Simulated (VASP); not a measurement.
Given:

```yaml
crystal:
  lattice:
    - [2.21167, -3.83072, 0.00000]
    - [2.21167, 3.83072, 0.00000]
    - [0.00000, 0.00000, 7.20473]
  atoms:
    - { symbol: Cd, position: [0.66667, 0.33333, 0.50002] }
    - { symbol: Cd, position: [0.33333, 0.66667, 0.00002] }
    - { symbol: Se, position: [0.66667, 0.33333, 0.87598] }
    - { symbol: Se, position: [0.33333, 0.66667, 0.37598] }
```

Computed with MS2 meta-GGA, VASP's PBE PAW potentials (set 64) (plane waves; VASP). Run with 520 eV cut-off, 6×6×3 Γ-centred mesh, Gaussian smearing of 0.050 eV, potentials Cd Se.

Q: Give the stress tensor in GPa (positive for a compressed cell).

A: 
```
-2.60   0.00   0.00
 0.00  -2.60   0.00
 0.00   0.00  -2.54
```
The pressure is its mean diagonal, -2.58 GPa.

The compound is CdSe in the wurtzite structure. This cell is one point of a volume scan, at 1.06 of the reference volume.
